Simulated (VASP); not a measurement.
Set up this calculation in VASP 6.6.1, as the native input.

```
Task                   : relaxation of cell and atoms
Functional             : PBE
Dispersion             : TS
Potentials or basis    : VASP PAW PBE potentials, release 64 (Ca_sv, Cu, H)
Cutoff                 : 600 eV
k mesh                 : 6 × 6 × 6
Occupations            : fermi-dirac, width 0.05 eV
Spin                   : no spin polarisation
Further INCAR settings : ALGO = Fast; EDIFF = 1e-06; IBRION = 2; EDIFFG = -0.005; NSW = 60; ISIF = 3
```

The structure of CaCuH2 lies in POSCAR:

```
CaCuH2
1.0
    1.9452400000      1.1230900000      4.3573800000
   -1.9452400000      1.1230900000      4.3573800000
    0.0000000000     -2.2461700000      4.3573800000
Ca Cu H
1 1 2
Direct
    0.5000000000      0.5000000000      0.5000000000
    0.0000000000      0.0000000000      0.0000000000
    0.8818100000      0.8818100000      0.8818100000
    0.1181900000      0.1181900000      0.1181900000
```

The cell was built by a generator and needn't be a form met in nature.

These files were run (other wordings do the same):

INCAR

```
SYSTEM = CaCuH2
  PREC = Accurate
  ENCUT = 600
  EDIFF = 1E-6
  ISMEAR = -1
  SIGMA = 0.05
  LREAL = .FALSE.
  LASPH = .TRUE.
  NELM = 100
  ALGO = Fast
  ISIF = 3
  LWAVE = .FALSE.
  LCHARG = .FALSE.
  GGA = PE
  IVDW = 2
  IBRION = 2
  NSW = 60
  EDIFFG = -0.005
```

KPOINTS

```
Automatic mesh
0
G
  6 6 6
  0 0 0
```

Potentials or basis: VASP PAW PBE potentials, release 64 (Ca_sv, Cu, H).

Run with:

```sh
$ cat potpaw_PBE.64/Ca_sv/POTCAR potpaw_PBE.64/Cu/POTCAR potpaw_PBE.64/H/POTCAR > POTCAR
$ mpirun -np 1 vasp_std > vasp.out
```

It gave:

```yaml
Relaxed_volume: 12.92 Å³/atom
Relaxed_cell: a = 4.770 Å, b = 4.770 Å, c = 4.770 Å, α = 46.25°, β = 46.25°, γ = 46.25°
Space_group_after_relaxing_to_0.05_Å: R-3m (No. 166)
Energy_gained_by_relaxing: 20.1 meV/atom
Ionic_steps: 20
Pressure_after_relaxing: 0.0 GPa
Band_gap_on_the_k_mesh: none (metal or under the smearing width)
Hirshfeld_charges: Ca +0.10; Cu +0.18; H -0.14 e
Dispersion_energy_per_atom: -0.361 eV
```

Caveat: atom-pairwise D2, TS and ULG terms overbind metals; pairwise dispersion overbinds metals, which lowers pressure and volume.

Run time: 5.9 min on 1 thread of Intel(R) Xeon(R) 6975P-C (Granite Rapids), with other jobs on the host, peak memory 0.29 GiB.
